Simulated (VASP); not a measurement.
Input for VASP

### INCAR
```
! general
SYSTEM = MgS
PREC   = Accurate
ENCUT  = 520
LREAL  = .FALSE.
LASPH  = .TRUE.

! electronic loop
EDIFF  = 1E-6
NELM   = 100
ALGO   = Normal

! smearing
ISMEAR = 0
SIGMA  = 0.05

! functional
GGA    = RE

! ions
IBRION = 2
NSW    = 60
ISIF   = 3
EDIFFG = -0.01

! output
LWAVE  = .FALSE.
LCHARG = .FALSE.
```

POSCAR:
```
MgS
1
   -0.0000000000     2.6304171403     2.6304171403
    2.6304171403     0.0000000000     2.6304171403
    2.6304171403     2.6304171403    -0.0000000000
Mg S
1 1
Direct
  0.0000000000   0.0000000000   0.0000000000
  0.5000000000   0.5000000000   0.5000000000
```

### KPOINTS
```
Automatic mesh
0
Gamma
8 8 8
0 0 0
```

POTCAR, in this order: Mg S (PBE.64 set). Program: vasp_std.

Problem. Translate this revPBE calculation to Ansatz.

Solution. One equivalent input (not run):
Ansatz 0.2 input:
```yaml
crystal:
  lattice:
    - [0.0000000, 2.6304171, 2.6304171]
    - [2.6304171, 0.0000000, 2.6304171]
    - [2.6304171, 2.6304171, 0.0000000]
  atoms:
    - { symbol: Mg, position: [0.0000000, 0.0000000, 0.0000000] }
    - { symbol: S, position: [0.5000000, 0.5000000, 0.5000000] }
kpoints:
  mp_grid: { grid: [8, 8, 8] }
hamiltonian:
  xc: revpbe
  pseudopotentials: { kind: paw }
scf:
  occupations: { method: gaussian, width: 0.05 }
  max_iter: 100
relax:
  max_steps: 60
  f_tol: 0.01
  cell: {}
output: { forces: true, stress: true, eigenvalues: true }
```
Limits of the translation: each code has its own PAW files, so the cut-off isn't converted (ENCUT is set for VASP's; basis.ecutwfc is left out, and Ansatz then takes the one that its files recommend); Ansatz stops its SCF on the density residual and VASP on the energy change (EDIFF).

The compound is MgS in the rock salt structure. It was relaxed first. The start is the result of an earlier pass.
